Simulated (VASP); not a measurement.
A VASP calculation is set up with these files.

**KPOINTS**
```
Automatic
0
G
  13 13 7
```

### POSCAR
```
Mg
1
    1.5890524560    -2.7523200485     0.0000000000
    1.5890524560     2.7523200485     0.0000000000
    0.0000000000     0.0000000000     5.0634915251
Mg
2
Direct
  0.3333330000   0.6666670000   0.2500000000
  0.6666670000   0.3333330000   0.7500000000
```

INCAR:
```
ALGO = Normal
EDIFF = 1E-7
EDIFFG = -0.01
ENCUT = 520
GGA = RP
IBRION = 2
ISIF = 4
ISMEAR = 1
LASPH = .TRUE.
LCHARG = .FALSE.
LREAL = .FALSE.
LWAVE = .FALSE.
NELM = 100
NSW = 30
PREC = Accurate
SIGMA = 0.1
SYSTEM = Mg
```

POTCAR, in this order: Mg (PBE.64 set). Program: vasp_std.

Question: Translate this RPBE calculation to Quantum ESPRESSO's pw.x.

Answer: One equivalent input (not run):
```
&CONTROL
  calculation = 'vc-relax'
  pseudo_dir = './pseudo'
  outdir = './out'
  tprnfor = .true.
  tstress = .true.
  nstep = 30
  forc_conv_thr = 0.00039
/
&SYSTEM
  ibrav = 0
  nat = 2
  ntyp = 1
  ecutwfc = 84
  occupations = 'smearing'
  smearing = 'methfessel-paxton'
  degauss = 0.00735
  input_dft = 'rpbe'
/
&ELECTRONS
  conv_thr = 7.3e-09
  electron_maxstep = 100
/
&IONS
/
&CELL
  cell_dofree = 'shape'
/
ATOMIC_SPECIES
  Mg 24.305 Mg.upf
CELL_PARAMETERS angstrom
     1.5890525   -2.7523200    0.0000000
     1.5890525    2.7523200    0.0000000
     0.0000000    0.0000000    5.0634915
ATOMIC_POSITIONS crystal
  Mg   0.3333330  0.6666670  0.2500000
  Mg   0.6666670  0.3333330  0.7500000
K_POINTS automatic
  13 13 7 0 0 0
```
The two are equivalent in intent, not identical: the potentials are each code's own (VASP's PAW set, PseudoDojo norm-conserving files in pw.x), so ENCUT and ecutwfc are chosen apart and not converted; conv_thr bounds pw.x's estimated SCF error, while EDIFF bounds the energy change between steps; forc_conv_thr acts on force components and is met together with etot_conv_thr.

The compound is Mg in the hcp structure. This cell is one point of a volume scan, at 0.94 of the reference volume. Symmetry was kept, so distortions that lower it aren't found.
